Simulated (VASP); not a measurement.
A convergence study with VASP on Rh (fcc): one setting is varied, all else stays as given below, so the limit is that of these other settings.

```
CELL_PARAMETERS angstrom
      0.00000     1.90000     1.90000
      1.90000     0.00000     1.90000
      1.90000     1.90000     0.00000
ATOMIC_POSITIONS crystal
  Rh 0.00000 0.00000 0.00000
```

Computed with PBE GGA, VASP's PBE PAW potentials (set 64) (plane waves; VASP). The tightest run used: 550 eV cut-off, 26×26×26 Γ-centred mesh, first-order Methfessel-Paxton smearing of 0.10 eV, potentials Rh_pv.

The reference is 26×26×26 mesh, which took about 50 core-seconds. Costs are core time on shared hosts, one run each; read them as rough ratios.

Task: Of the settings 1×1×1 mesh; 2×2×2 mesh; 3×3×3 mesh; 4×4×4 mesh; 5×5×5 mesh; 6×6×6 mesh; 8×8×8 mesh; 9×9×9 mesh; 10×10×10 mesh; 11×11×11 mesh; 12×12×12 mesh; 13×13×13 mesh; 14×14×14 mesh; 15×15×15 mesh; 16×16×16 mesh; 17×17×17 mesh; 18×18×18 mesh; 19×19×19 mesh; 21×21×21 mesh; 22×22×22 mesh; 23×23×23 mesh; 24×24×24 mesh; 25×25×25 mesh; 26×26×26 mesh, which is the lowest that keeps the difference from the reference in the stress, largest component (GPa) within 0.5 from there on, and what does it cost?

Result: 9×9×9 mesh; its cost over the reference is about 1/4.
```json
[
 {"setting": "1×1×1 mesh", "difference in the stress, largest component (GPa)": "36.48", "cost over the reference": "about 1/6"},
 {"setting": "2×2×2 mesh", "difference in the stress, largest component (GPa)": "57.30", "cost over the reference": "about 1/5"},
 {"setting": "3×3×3 mesh", "difference in the stress, largest component (GPa)": "24.32", "cost over the reference": "about 1/6"},
 {"setting": "4×4×4 mesh", "difference in the stress, largest component (GPa)": "6.98", "cost over the reference": "about 1/7"},
 {"setting": "5×5×5 mesh", "difference in the stress, largest component (GPa)": "2.53", "cost over the reference": "about 1/6"},
 {"setting": "6×6×6 mesh", "difference in the stress, largest component (GPa)": "1.50", "cost over the reference": "about 1/5"},
 {"setting": "8×8×8 mesh", "difference in the stress, largest component (GPa)": "0.79", "cost over the reference": "about 1/4"},
 {"setting": "9×9×9 mesh", "difference in the stress, largest component (GPa)": "0.09", "cost over the reference": "about 1/4"},
 {"setting": "10×10×10 mesh", "difference in the stress, largest component (GPa)": "0.08", "cost over the reference": "about 1/4"},
 {"setting": "11×11×11 mesh", "difference in the stress, largest component (GPa)": "0.40", "cost over the reference": "about 1/3"},
 {"setting": "12×12×12 mesh", "difference in the stress, largest component (GPa)": "0.18", "cost over the reference": "about 1/3"},
 {"setting": "13×13×13 mesh", "difference in the stress, largest component (GPa)": "0.07", "cost over the reference": "about 1/4"},
 {"setting": "14×14×14 mesh", "difference in the stress, largest component (GPa)": "0.11", "cost over the reference": "about 1/3"},
 {"setting": "15×15×15 mesh", "difference in the stress, largest component (GPa)": "0.04", "cost over the reference": "about 1/3"},
 {"setting": "16×16×16 mesh", "difference in the stress, largest component (GPa)": "0.08", "cost over the reference": "about 1/2"},
 {"setting": "17×17×17 mesh", "difference in the stress, largest component (GPa)": "0.04", "cost over the reference": "about 1/2"},
 {"setting": "18×18×18 mesh", "difference in the stress, largest component (GPa)": "0.01", "cost over the reference": "about 1/2"},
 {"setting": "19×19×19 mesh", "difference in the stress, largest component (GPa)": "0.00", "cost over the reference": "within a factor of 2"},
 {"setting": "21×21×21 mesh", "difference in the stress, largest component (GPa)": "0.04", "cost over the reference": "within a factor of 2"},
 {"setting": "22×22×22 mesh", "difference in the stress, largest component (GPa)": "0.00", "cost over the reference": "within a factor of 2"},
 {"setting": "23×23×23 mesh", "difference in the stress, largest component (GPa)": "0.02", "cost over the reference": "within a factor of 2"},
 {"setting": "24×24×24 mesh", "difference in the stress, largest component (GPa)": "0.05", "cost over the reference": "within a factor of 2"},
 {"setting": "25×25×25 mesh", "difference in the stress, largest component (GPa)": "0.02", "cost over the reference": "within a factor of 2"},
 {"setting": "26×26×26 mesh", "difference in the stress, largest component (GPa)": "0.00", "cost over the reference": "reference"}
]
```

Left out are rungs that failed or repeat a setting and relaxations that didn't move; long series are thinned to 24 rows.

The compound is Rh in the fcc structure. The cell was not relaxed at this level.
